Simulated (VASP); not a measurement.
VASP ran on this input.

**KPOINTS**
```
Regular mesh
0
Gamma
 13 13 13
```

**INCAR**
```
# general
SYSTEM    = TiC
PREC      = Accurate
ENCUT     = 520
LREAL     = .FALSE.
LASPH     = .TRUE.

# electronic loop
EDIFF     = 1E-6
NELM      = 100
ALGO      = Normal
LMAXMIX   = 4

# smearing
ISMEAR    = 1
SIGMA     = 0.1

# functional
GGA       = PE

# DFT+U
LDAU      = .TRUE.
LDAUTYPE  = 2
LDAUL     = 2 -1
LDAUU     = 3.0 0
LDAUJ     = 0 0
LDAUPRINT = 1

# ions
ISIF      = 2

# output
LWAVE     = .FALSE.
LCHARG    = .FALSE.
LORBIT    = 10
```

### POSCAR
```
TiC
3.1230080
  0.0000000000   0.7071067381   0.7071067381
  0.7071067381   0.0000000000   0.7071067381
  0.7071067381   0.7071067381   0.0000000000
Ti C
1 1
Direct
  0.0000000000   0.0000000000   0.0000000000
  0.5000000000   0.5000000000   0.5000000000
```

POTCAR, in this order: Ti_sv C (PBE.64 set). Program: vasp_std.

Task: Translate this PBE+U calculation to Ansatz.

Result: One equivalent input (not run):
Ansatz 0.2 input:
```yaml
crystal:
  lattice:
    - [0.0000000, 2.2083000, 2.2083000]
    - [2.2083000, 0.0000000, 2.2083000]
    - [2.2083000, 2.2083000, 0.0000000]
  atoms:
    - { symbol: Ti, position: [0.0000000, 0.0000000, 0.0000000] }
    - { symbol: C, position: [0.5000000, 0.5000000, 0.5000000] }
kpoints:
  mp_grid: { grid: [13, 13, 13] }
hamiltonian:
  xc: pbe
  pseudopotentials: { kind: paw }
  hubbard:
    sites:
      - { species: Ti, l: d, u_eff: 3 }
scf:
  occupations: { method: methfessel_paxton, width: 0.1 }
  max_iter: 100
output: { forces: true, stress: true, eigenvalues: true }
```
What does not carry over: each code has its own PAW files, so the cut-off isn't converted (ENCUT is set for VASP's; basis.ecutwfc is left out, and Ansatz then takes the one that its files recommend); Ansatz stops its SCF on the density residual and VASP on the energy change (EDIFF); the +U projectors differ, so the same U acts differently.

The compound is TiC in the rock salt structure. The cell was not relaxed at this level. The run is one of a series of settings (LDAU = .TRUE., LDAUJ = 0 0, LDAUL = 2 -1, LDAUTYPE = 2, LDAUU = 3.0 0 against the base run), some of them coarse on purpose.
